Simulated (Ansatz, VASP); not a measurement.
**Cross-check of Y between VASP and Ansatz**

Wanted: the spread between two codes on one cell, functional and k mesh. The cell is taken from a series of runs on this material, whose earlier steps may have relaxed, scaled, displaced or heated it; both programs get it as it stands.

Calculated with Ansatz 0.2.0; plane waves, with VASP 6.6.1 beside it; zone-centre phonons at PBEsol.

## (1) Starting point

It takes space group P6_3/mmc (No. 194, hexagonal). The conventional cell has a = 3.586 Å, b = 3.586 Å, c = 5.563 Å, α = 90.00°, β = 90.00°, γ = 120.00°. Y has 12 Y at 3.47 to 3.59 Å nearest.

## (2) VASP: zone-centre phonons, PBEsol, pair 1

Second derivatives magnify differences that forces hide, and they need a tight electronic threshold.

Lines of VASP's logs that name or quote its potential files are left out, and so is its time.

Input file INCAR:

```
SYSTEM = Y
PREC = Accurate
ENCUT = 500
EDIFF = 1E-08
NELM = 120
ISMEAR = 1
SIGMA = 0.2
LREAL = .FALSE.
ALGO = Normal
GGA = PS
NBANDS = 17
LASPH = .TRUE.
LORBIT = 11
LWAVE = .FALSE.
LCHARG = .FALSE.
ISIF = 2
IBRION = 8
GGA_COMPAT = .FALSE.
KPAR = 2
```

Input file POSCAR:

```
Y
1.0
    3.5864202156      0.0000000000      0.0000000000
   -1.7932101078      3.1059310154      0.0000000000
    0.0000000000      0.0000000000      5.5634347735
Y
2
Direct
    0.3333333333      0.6666666667      0.2500000000
    0.6666666667      0.3333333333      0.7500000000
```

Input file KPOINTS:

```
Automatic mesh
0
Gamma
15 15 8
0 0 0
```

Potentials, in the order of the species: Y_sv (PBE family, release 64).

Run with:

```bash
$ mpirun -np 2 vasp_std
```

Numbers of over 12 decimals in the logs are rounded to 6 here.

The program printed:

```text
[banner, memory and clock lines left out]
running    2 mpi-ranks, on    1 nodes
 distrk:  each k-point on    1 cores,    2 groups
 distr:  one band on    1 cores,    1 groups

 POSCAR found type information on POSCAR Y
 POSCAR found :  1 types and       2 ions
|                                                                             |
|               ----> ADVICE to this user running VASP <----                  |
|                                                                             |
|     You enforced a specific xc type in the INCAR file but a different       |
|     [... a line on the potential file left out ...]
|     I HOPE YOU KNOW WHAT YOU ARE DOING!                                     |
|                                                                             |

 LDA part: xc-table for (Slater+PW92), standard interpolation
 POSCAR, INCAR and KPOINTS ok, starting setup
 FFT: planning ... GRIDC
 FFT: planning ... GRID_SOFT
 FFT: planning ... GRID
 WAVECAR not read
 entering main loop
       N       E                     dE             d eps       ncg     rms          rms(c)
DAV:   1     0.859173936721E+02    0.85917E+02   -0.11284E+04  4590   0.120E+03
DAV:   2    -0.682293970093E+01   -0.92740E+02   -0.91413E+02  5758   0.263E+02
DAV:   3    -0.138885830461E+02   -0.70656E+01   -0.70072E+01  8114   0.442E+01
DAV:   4    -0.140630044149E+02   -0.17442E+00   -0.17426E+00  5630   0.703E+00
DAV:   5    -0.140667316672E+02   -0.37273E-02   -0.37264E-02  6582   0.801E-01    0.344E+01
DAV:   6    -0.137105294768E+02    0.35620E+00   -0.44621E-01  4925   0.428E+00    0.212E+01
DAV:   7    -0.136522932264E+02    0.58236E-01   -0.87336E-01  6201   0.543E+00    0.181E+00
DAV:   8    -0.136394597360E+02    0.12833E-01   -0.15126E-01  5745   0.237E+00    0.727E-01
DAV:   9    -0.136390586507E+02    0.40109E-03   -0.46195E-03  6415   0.441E-01    0.294E-01
DAV:  10    -0.136390915019E+02   -0.32851E-04   -0.10971E-03  5481   0.297E-01    0.143E-01
DAV:  11    -0.136390835601E+02    0.79418E-05   -0.61643E-05  7026   0.636E-02    0.383E-02
DAV:  12    -0.136390805025E+02    0.30576E-05   -0.11985E-05  5597   0.298E-02    0.265E-02
DAV:  13    -0.136390811777E+02   -0.67520E-06   -0.35372E-06  5106   0.181E-02    0.206E-03
DAV:  14    -0.136390813104E+02   -0.13266E-06   -0.19434E-07  7615   0.228E-03    0.102E-03
DAV:  15    -0.136390812067E+02    0.10365E-06   -0.22568E-08  4530   0.142E-03    0.121E-03
DAV:  16    -0.136390812373E+02   -0.30635E-07   -0.26946E-09  3056   0.469E-04    0.176E-04
DAV:  17    -0.136390812285E+02    0.88694E-08   -0.31826E-10  2901   0.142E-04
   1 F= -.13639081E+02 E0= -.13638519E+02  d E =-.168651E-02
 Linear response reoptimize wavefunctions to high precision
DAV:   1    -0.136390812213E+02    0.71404E-08   -0.15099E-10  3149   0.102E-04
DAV:   2    -0.136390812213E+02    0.18190E-10   -0.28663E-11  2915   0.335E-05
 Linear response DOF=           2
 Linear response progress:
  Degree of freedom:   1/  2
       N       E                     dE             d eps       ncg     rms          rms(c)
RMM:   1    -0.269729606165E+00   -0.26973E+00    0.40535E+00 22635   0.108E+01
RMM:   2    -0.256711875581E+00    0.13018E-01   -0.19391E-01 33080   0.202E+00    0.169E-01
RMM:   3    -0.258195640740E+00   -0.14838E-02   -0.15532E-02 38829   0.614E-01    0.808E-02
RMM:   4    -0.258578830280E+00   -0.38319E-03   -0.26161E-03 45534   0.221E-01    0.301E-02
RMM:   5    -0.258633819736E+00   -0.54989E-04   -0.48747E-04 47634   0.947E-02    0.186E-02
RMM:   6    -0.258541605943E+00    0.92214E-04   -0.11047E-04 48289   0.367E-02    0.585E-03
RMM:   7    -0.258488578595E+00    0.53027E-04   -0.11049E-04 48581   0.190E-02    0.177E-03
RMM:   8    -0.258476321296E+00    0.12257E-04   -0.11483E-04 48747   0.103E-02    0.151E-03
RMM:   9    -0.258463564823E+00    0.12756E-04   -0.79355E-05 48952   0.670E-03    0.836E-04
RMM:  10    -0.258461534823E+00    0.20300E-05   -0.57651E-05 48554   0.462E-03    0.205E-04
RMM:  11    -0.258461604839E+00   -0.70015E-07   -0.35195E-05 49909   0.341E-03    0.243E-04
RMM:  12    -0.258460903657E+00    0.70118E-06   -0.22836E-05 49254   0.268E-03    0.188E-04
RMM:  13    -0.258461125996E+00   -0.22234E-06   -0.15961E-05 49525   0.221E-03    0.335E-04
RMM:  14    -0.258461651155E+00   -0.52516E-06   -0.11218E-05 46989   0.191E-03    0.469E-04
RMM:  15    -0.258460955977E+00    0.69518E-06   -0.81671E-06 47319   0.166E-03    0.303E-04
RMM:  16    -0.258461258030E+00   -0.30205E-06   -0.61437E-06 48475   0.146E-03    0.422E-04
RMM:  17    -0.258461451348E+00   -0.19332E-06   -0.44487E-06 48996   0.130E-03    0.501E-04
RMM:  18    -0.258460958658E+00    0.49269E-06   -0.34320E-06 46770   0.118E-03    0.432E-04
RMM:  19    -0.258460700662E+00    0.25800E-06   -0.26721E-06 48222   0.107E-03    0.408E-04
RMM:  20    -0.258460437902E+00    0.26276E-06   -0.21126E-06 47977   0.983E-04    0.388E-04
RMM:  21    -0.258460392774E+00    0.45128E-07   -0.17173E-06 48337   0.904E-04    0.408E-04
 first order change of Fermi-energy   0.19479E-04
 force on displaced ion       1 direction 1 :  -1.341   0.000   0.000
 Linear response progress:
  Degree of freedom:   2/  2
       N       E                     dE             d eps       ncg     rms          rms(c)
RMM:   1    -0.312158527317E+00   -0.31216E+00    0.42071E+00  7672   0.108E+01
RMM:   2    -0.302740534535E+00    0.94180E-02   -0.20110E-01 11366   0.199E+00    0.349E-01
RMM:   3    -0.305130093742E+00   -0.23896E-02   -0.14317E-02 12549   0.590E-01    0.171E-01
RMM:   4    -0.305811310306E+00   -0.68122E-03   -0.22437E-03 14693   0.230E-01    0.348E-02
RMM:   5    -0.305716788963E+00    0.94521E-04   -0.43017E-04 15289   0.962E-02    0.189E-02
RMM:   6    -0.305600940077E+00    0.11585E-03   -0.99874E-05 16114   0.429E-02    0.852E-03
RMM:   7    -0.305425396189E+00    0.17554E-03   -0.36407E-05 15711   0.182E-02    0.592E-03
RMM:   8    -0.305409581455E+00    0.15815E-04   -0.31741E-05 15921   0.968E-03    0.119E-03
RMM:   9    -0.305395073662E+00    0.14508E-04   -0.25103E-05 16380   0.544E-03    0.542E-04
RMM:  10    -0.305389416951E+00    0.56567E-05   -0.18387E-05 16345   0.338E-03    0.252E-04
RMM:  11    -0.305391809681E+00   -0.23927E-05   -0.79715E-06 16375   0.236E-03    0.168E-04
RMM:  12    -0.305391283061E+00    0.52662E-06   -0.27492E-06 16312   0.181E-03    0.156E-04
RMM:  13    -0.305393248647E+00   -0.19656E-05   -0.41814E-07 16055   0.150E-03    0.397E-04
RMM:  14    -0.305391592942E+00    0.16557E-05   -0.27964E-08 15737   0.129E-03    0.236E-04
RMM:  15    -0.305391278315E+00    0.31463E-06    0.17361E-07 16326   0.110E-03    0.235E-04
RMM:  16    -0.305391306456E+00   -0.28141E-07    0.40091E-07 16134   0.972E-04    0.270E-04
RMM:  17    -0.305391223097E+00    0.83359E-07    0.38085E-07 16056   0.878E-04    0.285E-04
RMM:  18    -0.305391249234E+00   -0.26136E-07    0.32394E-07 15640   0.802E-04    0.311E-04
RMM:  19    -0.305391287214E+00   -0.37981E-07    0.12034E-07 15927   0.742E-04    0.338E-04
RMM:  20    -0.305391182854E+00    0.10436E-06    0.42580E-08 15676   0.696E-04    0.344E-04
RMM:  21    -0.305390926259E+00    0.25659E-06    0.14006E-07 15512   0.661E-04    0.324E-04
 first order change of Fermi-energy   0.54236E-04
 force on displaced ion       1 direction 3 :   0.000  -0.000  -3.965
 Linear response finished
```

Parts of OUTCAR (step 2):

```text
ion  position               nearest neighbor table
   1  0.333  0.667  0.250-   2 3.47   2 3.47   2 3.47   2 3.47   2 3.47   2 3.47
   2  0.667  0.333  0.750-   1 3.47   1 3.47   1 3.47   1 3.47   1 3.47   1 3.47

  LATTYP: Found a hexagonal cell.
 ALAT       =     3.5864202156
 C/A-ratio  =     1.5512501154

 Subroutine GETGRP returns: Found 24 space group operations
 (whereof 12 operations were pure point group operations)

The static configuration has the point symmetry D_3d.
 The point group associated with its full space group is D_6h.

 Found    135 irreducible k-points:

   k-points           NKPTS =    135   k-points in BZ     NKDIM =    135   number of bands    NBANDS=     17

   dimension x,y,z NGX =    28 NGY =   28 NGZ =   42
   dimension x,y,z NGXF=    56 NGYF=   56 NGZF=   84

   ENCUT  =  500.0 eV  36.75 Ry    6.06 a.u.   6.54  6.54 10.14*2*pi/ulx,y,z

   NELECT =      22.0000    total number of electrons

 k-points in reciprocal lattice and weights: Automatic mesh
   0.00000000  0.00000000  0.00000000       0.001
   0.06666667  0.00000000  0.00000000       0.003
   0.13333333  0.00000000  0.00000000       0.003
   0.20000000  0.00000000  0.00000000       0.003
   0.26666667  0.00000000  0.00000000       0.003
   0.33333333 -0.00000000  0.00000000       0.003
   0.40000000 -0.00000000  0.00000000       0.003
   0.46666667  0.00000000  0.00000000       0.003
   0.06666667  0.06666667  0.00000000       0.003
[...]
0.33333333  0.26666667  0.50000000       0.007
   0.33333333  0.33333333  0.50000000       0.001

 average (electrostatic) potential at core
       1 -37.1168       2 -37.1168

  Total        0.1128874      0.1128874      0.1163249      0.0000000      0.0000000      0.0000000
  in kB        2.9185026      2.9185026      3.0073728      0.0000000      0.0000000      0.0000000
  external PRESSURE =       2.9481260 kB  Pullay stress =       0.0000000 kB

  energy-cutoff  :      500.00
  volume of cell :       61.97
      direct lattice vectors                 reciprocal lattice vectors
     3.586420216  0.000000000  0.000000000     0.278829568  0.160982326  0.000000000
    -1.793210108  3.105931015  0.000000000     0.000000000  0.321964652  0.000000000
     0.000000000  0.000000000  5.563434774     0.000000000  0.000000000  0.179745075

 POSITION                                       TOTAL-FORCE (eV/Angst)
 -----------------------------------------------------------------------------------
     -0.00000      2.07062      1.39086        -0.000000     -0.000000      0.000000
      1.79321      1.03531      4.17258         0.000000      0.000000      0.000000
 -----------------------------------------------------------------------------------
    total drift:                               -0.000000      0.000000     -0.000000

 Eigenvectors and eigenvalues of the dynamical matrix
 ----------------------------------------------------

   1 f  =    4.668783 THz    29.334830 2PiTHz  155.733842 cm-1    19.308527 meV
             X         Y         Z           dx          dy          dz
     -0.000000  2.070621  1.390859    -0.000000    0.000000   -0.707107
      1.793210  1.035310  4.172576     0.000000    0.000000    0.707107

   2 f  =    2.715141 THz    17.059731 2PiTHz   90.567339 cm-1    11.228914 meV
             X         Y         Z           dx          dy          dz
     -0.000000  2.070621  1.390859    -0.000000   -0.707107   -0.000000
      1.793210  1.035310  4.172576     0.000000    0.707107    0.000000

   3 f  =    2.715141 THz    17.059731 2PiTHz   90.567339 cm-1    11.228914 meV
             X         Y         Z           dx          dy          dz
     -0.000000  2.070621  1.390859     0.707107   -0.000000   -0.000000
      1.793210  1.035310  4.172576    -0.707107    0.000000    0.000000

   4 f  =    0.000000 THz     0.000000 2PiTHz    0.000001 cm-1     0.000000 meV
             X         Y         Z           dx          dy          dz
     -0.000000  2.070621  1.390859     0.140911    0.692924    0.000000
      1.793210  1.035310  4.172576     0.140911    0.692924    0.000000

   5 f  =    0.000000 THz     0.000000 2PiTHz    0.000000 cm-1     0.000000 meV
             X         Y         Z           dx          dy          dz
     -0.000000  2.070621  1.390859     0.000000   -0.000000    0.707107
      1.793210  1.035310  4.172576    -0.000000    0.000000    0.707107

   6 f/i=    0.000000 THz     0.000000 2PiTHz    0.000001 cm-1     0.000000 meV
             X         Y         Z           dx          dy          dz
     -0.000000  2.070621  1.390859    -0.692924    0.140911    0.000000
      1.793210  1.035310  4.172576    -0.692924    0.140911    0.000000

 ELASTIC MODULI CONTR FROM IONIC RELAXATION (kBar)
 Direction    XX          YY          ZZ          XY          YZ          ZX
 --------------------------------------------------------------------------------
 XX         -42.3488     42.3488     -0.0000      0.0000      0.0000      0.0000
 YY          42.3488    -42.3488     -0.0000     -0.0000      0.0000      0.0000
 ZZ          -0.0000     -0.0000     -0.0000     -0.0000      0.0000      0.0000
 XY           0.0000     -0.0000     -0.0000    -42.3488      0.0000      0.0000
 YZ           0.0000      0.0000      0.0000      0.0000      0.0000      0.0000
 ZX           0.0000      0.0000      0.0000      0.0000      0.0000      0.0000
 --------------------------------------------------------------------------------
```

## (3) Ansatz: zone-centre phonons, PBEsol, pair 1

Ansatz runs on its PAW soft_1 files.

The same cell, functional, mesh and smearing now go to Ansatz, which takes its cutoff from its data sets.

Input file input.yaml:

```yaml
crystal:
  lattice:
    - [3.5864202156, 0.0, 0.0]
    - [-1.7932101078, 3.1059310154, 0.0]
    - [0.0, 0.0, 5.5634347735]
  atoms:
    - { symbol: "Y", position: [0.3333333333, 0.6666666667, 0.25] }
    - { symbol: "Y", position: [0.6666666667, 0.3333333333, 0.75] }
kpoints:
  mp_grid: { grid: [15, 15, 8] }
hamiltonian:
  xc: pbesol
  pseudopotentials: { kind: paw, azcp: { folder: soft_1 }, xc_functional: pbe }
scf:
  occupations: { method: methfessel_paxton, width: 0.2 }
output:
  eigenvalues: true
phonons:
  method: dfpt
```

Run with:

```bash
$ ansatz run input.yaml --threads 4 --pin off --max-ram 10240MiB --backend cpu --events-out ev --progress --plain --runs-dir out
```

The program printed:

```text
zone centre: on kpoints.mp_grid the ground state, and the responses unless they are solved on pairs of k-points, stand on 320 of the mesh's 1800 k-points, reduced under 4 symmetry operations, with k and −k counted as one. Each operation leaves every solved displacement unchanged or reverses it
Engine: ansatz 0.2.0, x86_64-unknown-linux-gnu
Pseudopotentials: kind: paw
Pseudopotential: Y, paw, valence charge 11, recommended cutoff 420 eV (normal), soft_1/Y.paw.azcp
Functional definition: PBEsol
  exchange = pbesol_x
  correlation = pbesol_c
Crystal: 2 atoms, lattice volume = 61.972 Å³
Basis set: ecut = 420 eV, 1177 PW (Γ), exchange–correlation on 48×48×80 points (8 copies of the dense FFT grid, shifted against one another)
Bands: 15, of which v1, the nominal top of the filled ones, is band 11 counted from 1 (10 counted from 0)
Symmetry: 24 space group operations
k-points: 320 of 1800 (irreducible under 4 space group operations, time reversal used)
Non-local potential: Y, projectors of the file, l = 0: 3, l = 1: 2, l = 2: 2, l = 3: 1
PAW form: soft (Blöchl's): semilocal exchange-correlation on the pseudo side does not see the compensation charge
PAW frozen core: Y, regenerated for the run's functional, and the local potential with it (the file was generated under x = pbe(κ = 0.804, μ = 0.219515), c = pbe(β = 0.066725))
PAW one-centre angular grid: Y, 590 points (default); XC on 64 Gauss nodes
Initial density: superposition of atomic densities (chi_scale 0.1, normalization cell)
Initial wavefunctions: pseudopotential atomic-orbital guess
Functional: x = pbesol(κ = 0.804, μ = 0.123457), c = pbesol(β = 0.046)
SCF iter   1: F=—  HF=-7590.250622 eV  |F-HF|=—  |Δ(HF+E_count)|=         —  Δρ=1.39e-2  dr2=1.87e-1  ethr=3.10e-3  ⟨swp⟩=4.4  Hψ=20349  notcnv=0
preconditioner: auto → Kerker (q_TF=auto, 2.296 Å⁻¹)  [metal: Δε(μ)=0.020 eV  Ē_g=2.680 eV  σ=0.200 eV  W_gap=0.09  n_scr=10 (ndim 8)  ℏωp=11.6 eV  f_vac=0.000  D(μ)=3.72/eV (n_scr^D=34)]
SCF iter   2: F=—  HF=-7590.210343 eV  |F-HF|=—  |Δ(HF+E_count)|=   4.03e-2  S|Δr|=    0.00e0  Δρ=8.74e-3  dr2=7.35e-2  ethr=8.48e-4  ⟨swp⟩=1.0  Hψ=7360  notcnv=0
SCF iter   3: F=—  HF=-7590.186101 eV  |F-HF|=—  |Δ(HF+E_count)|=   2.42e-2  S|Δr|=    0.00e0  Δρ=1.41e-3  dr2=1.19e-3  ethr=3.34e-4  ⟨swp⟩=2.9  Hψ=8432  notcnv=0
SCF iter   4: F=—  HF=-7590.186030 eV  |F-HF|=—  |Δ(HF+E_count)|=   7.13e-5  S|Δr|=    0.00e0  Δρ=1.97e-4  dr2=2.07e-5  ethr=5.39e-6  ⟨swp⟩=1.9  Hψ=5790  notcnv=0
SCF iter   5: F=—  HF=-7590.186027 eV  |F-HF|=—  |Δ(HF+E_count)|=   2.91e-6  S|Δr|=    0.00e0  Δρ=4.72e-5  dr2=8.88e-7  ethr=9.39e-8  ⟨swp⟩=2.0  Hψ=8347  notcnv=0
SCF iter   6: F=—  HF=-7590.186027 eV  |F-HF|=—  |Δ(HF+E_count)|=   1.36e-7  S|Δr|=    0.00e0  Δρ=7.66e-6  dr2=2.98e-8  ethr=4.04e-9  ⟨swp⟩=1.0  Hψ=4807  notcnv=0
SCF iter   7: F=—  HF=-7590.186027 eV  |F-HF|=—  |Δ(HF+E_count)|=   4.54e-9  S|Δr|=    0.00e0  Δρ=1.43e-6  dr2=9.80e-10  ethr=1.35e-10  ⟨swp⟩=2.2  Hψ=7651  notcnv=0
SCF iter   8: F=-7590.186027 eV  HF=-7590.186027 eV  |F-HF|=5.46e-12  |Δ(HF+E_count)|=  1.36e-10  S|Δr|=    0.00e0  Δρ=1.27e-7  dr2=7.60e-12  ethr=1.00e-12  ⟨swp⟩=4.7  Hψ=23069  notcnv=0
the search or the solves at the SCF's close seem to have found levels that the self-consistency loop had missed (the run counts 3). By its estimate they hold under 1e-12 electrons; where the run keeps them, the occupations were computed again with them
SCF 1 converged in 8 iterations: F = -7590.186027 eV  dr2 = 7.60e-12
  greatest PAW one-centre occupation: 0.993 electrons in one spin orbital (limit 2), on the Y atom at site 1 (counted from 0), in its partial waves of l = 0
DFPT response loops at Γ: preconditioner auto → Kerker (q_TF=auto, 2.296 Å⁻¹) (partly filled bands, converged f_vac=0.000); β = 1.00, the filter's whole step (`scf.mixing.beta` (0.50) is not read by the response loops under this deck's `scf.mixing.preconditioner`; to damp them name `kerker` or `kerker_dos`, under which they read `scf.mixing.beta`, and type it under 1.00, their step now; both keys bind the ground state too); Broyden in place of MSR1
SCF converged after 8 iterations
Stability not checked: this state was not tested for a lower state beside it, because cold or Methfessel-Paxton smearing, or corrected tetrahedra, fill the levels in a way that the test cannot read (fill_not_monotonic; see scf.lower_state_search)
Free energy (F): -7590.186027 eV
Harris-Foulkes:  -7590.186027 eV  (|F-HF|=5.46e-12)
Internal energy: -7590.184293 eV  (E = F + TS)
E sigma→0 (E₀):  -7590.185594 eV
Entropy (-TS):   -0.001734 eV (-0.867 meV/atom)
Fermi energy:    9.928639 eV
--- Per-component energies (eV) ---
  E_band       = -227.314541
  E_kinetic    = 632.009405
  E_local      = -1164.880215  (includes V_loc(G=0)·N_el)
  E_nonlocal   = 57.348018
  E_hartree    = 368.330554
  E_xc         = -354.002789
  E_vxc        = -409.213645  (∫ρ·V_xc dr)
  E_paw        = -5527.727280  (= ΣΔE_a)
  E_vpaw       = -79.239271  (= ΣTr[D̂ρ^β])
  E_aug_tail   = 0.000046  (compensation charges beyond the density's cutoff)
  E_ewald      = -1601.559579
  E_core_change = 0.297547  (= ΣΔE_core)
  E_smearing   = -0.001734  (= −TS)
  E_closure    = -0.000000  (closes the sum)
  Σ components = -7590.186027   (vs F -7590.186027, Δ=0.00e0)
--- Band table (eV; the first three rows and the last of 320) ---
  k-point 0: bands = [... 7 lower, -12.1411, 5.1874, 7.9982, 11.0922, 11.7016, 11.7016, 12.1294, 12.3774]
  k-point 1: bands = [... 7 lower, -12.1717, 5.2985, 7.9437, 10.9647, 11.6300, 11.6300, 12.0196, 12.2748]
  k-point 2: bands = [... 7 lower, -12.2078, 5.6195, 7.7305, 10.7532, 11.5299, 11.5299, 11.7217, 12.0388]
  k-point 319: bands = [... 7 lower, -12.2797, 8.5518, 8.5518, 10.0887, 10.0887, 10.7087, 10.7087, 12.5468]
--- Phonons (Γ-DFPT): 2 representative perturbations + reference, on 320 of 1800 k-points (Σ response iterations 6) ---
  k mesh reduced under 4 symmetry operations, with k and −k counted as one. Each operation leaves every solved displacement unchanged or reverses it
  ASR residual: 3.125e-5 → 0.000e0 eV/Å²; symmetrization residual: 5.773e-14 eV/Å²
  ASR residual per site (eV/Å²): 3.12e-5 3.12e-5
  Γ frequencies (cm⁻¹): 0.00 0.00 0.00 90.33 90.33 156.10
  non-analytic LO–TO correction: not included (Born effective charges unavailable; polar crystals: no LO–TO splitting at Γ)
```

## (4) Differences

Known differences besides the potentials themselves: the cutoff is 420 eV in Ansatz and 500 eV in VASP; Ansatz makes its cores anew for this functional, VASP keeps those of its PBE data sets. Total energies have different zeros and are not compared.

The two programs side by side:

```tsv
quantity	Ansatz	VASP	difference
optical mode 1 to 2 (cm⁻¹)	90.3	90.6	-0.26 %
optical mode 3 (cm⁻¹)	156.1	155.7	+0.24 %
```

Modes are paired by rising frequency, not by their patterns, so a pair may set unlike modes beside each other; they are those without the splitting of longitudinal modes.

(Continued in part 2 of 2.)

[Lines on the potential files, build, host, timing and source positions are cut from VASP's logs without a mark.]

[Logs are printed without paths, hosts, clocks, repeated set-up lines and the standing remarks that a program may print on its own settings, such as how far it seeks lower states.]

[Hosts, paths, dates, database ids (printed as entryN), source tags and the programs' standing remarks are cut or masked in the printed files.]
